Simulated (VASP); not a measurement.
Write the native input for VASP 6.6.1 that does the following.

* Task: density of states
* Functional: PBE
* Potentials or basis: VASP PAW PBE potentials, release 64 (Zr_sv, Hf_pv, Se)
* Cutoff: 520 eV
* k mesh: 10 × 10 × 4
* Occupations: gaussian, width 0.1 eV
* Spin: no spin polarisation
* k mesh for the DOS: 15 × 15 × 6
* Occupations for the DOS: tetrahedron
* Further INCAR settings: ALGO = Normal; EDIFF = 1e-07

Crystal: HfZrSe3.

```
Zr Hf Se
1.0
     3.83401    0.00000    0.00000
    -1.91701    3.32035    0.00000
     0.00000    0.00000   10.00634
Zr Hf Se
1 1 3
Direct
  0.33333 0.66667 0.48329
  0.00000 0.00000 0.16879
  0.33333 0.66667 0.01620
  0.66667 0.33333 0.32303
  0.00000 0.00000 0.63878
```

The cell was built by a generator and needn't be a form met in nature.

These files were run (other wordings do the same):

POSCAR

```
HfZrSe3                                 
1.0
    3.8340102318      0.0000000000      0.0000000000
   -1.9170051159      3.3203502605     -0.0000000000
   -0.0000000000      0.0000000000     10.0063379068
  Zr              Hf              Se            
     1     1     3
Direct
     0.3333333300000021    0.6666666699999979    0.4832882432441220
     1.0000000000000000    0.0000000000000000    0.1687870117540657
     0.3333333300000021    0.6666666699999979    0.0161958686647993
     0.6666666699999979    0.3333333300000021    0.3230277486243517
     1.0000000000000000    0.0000000000000000    0.6387777277126638
```

INCAR.step1

```
SYSTEM = HfZrSe3
  PREC = Accurate
  ENCUT = 520
  EDIFF = 1E-7
  ISMEAR = 0
  SIGMA = 0.1
  LREAL = .FALSE.
  LASPH = .TRUE.
  NELM = 60
  ALGO = Normal
  ISIF = 2
  LWAVE = .FALSE.
  LCHARG = .TRUE.
  LMAXMIX = 4
  GGA = PE
  KPAR = 4
```

KPOINTS.step1

```
Automatic mesh
0
G
  10 10 4
  0 0 0
```

INCAR.step2

```
SYSTEM = HfZrSe3
  PREC = Accurate
  ENCUT = 520
  EDIFF = 1E-7
  ISMEAR = -5
  SIGMA = 0.1
  LREAL = .FALSE.
  LASPH = .TRUE.
  NELM = 60
  ALGO = Normal
  ISIF = 2
  LWAVE = .FALSE.
  LCHARG = .FALSE.
  LMAXMIX = 4
  GGA = PE
  LORBIT = 11
  KPAR = 4
  NEDOS = 2001
  ICHARG = 11
```

KPOINTS.step2

```
Automatic mesh
0
G
  15 15 6
  0 0 0
```

Potentials or basis: VASP PAW PBE potentials, release 64 (Zr_sv, Hf_pv, Se).

Run with:

```console
$ cat potpaw_PBE.64/Zr_sv/POTCAR potpaw_PBE.64/Hf_pv/POTCAR potpaw_PBE.64/Se/POTCAR > POTCAR
$ cp INCAR.step1 INCAR
$ cp KPOINTS.step1 KPOINTS
$ mpirun -np 4 vasp_std > vasp.out
$ cp INCAR.step2 INCAR
$ cp KPOINTS.step2 KPOINTS
$ mpirun -np 4 vasp_std > vasp.out
```

It gave:

The valence electrons inside the program's atomic spheres are Zr 9.73; Hf 8.21; Se 3.88, 4.01, 3.87.

It took 2.6 min on 4 MPI ranks on Intel(R) Xeon(R) Platinum 8488C (Sapphire Rapids), with other jobs on the host, peak memory 0.6 GiB a rank.
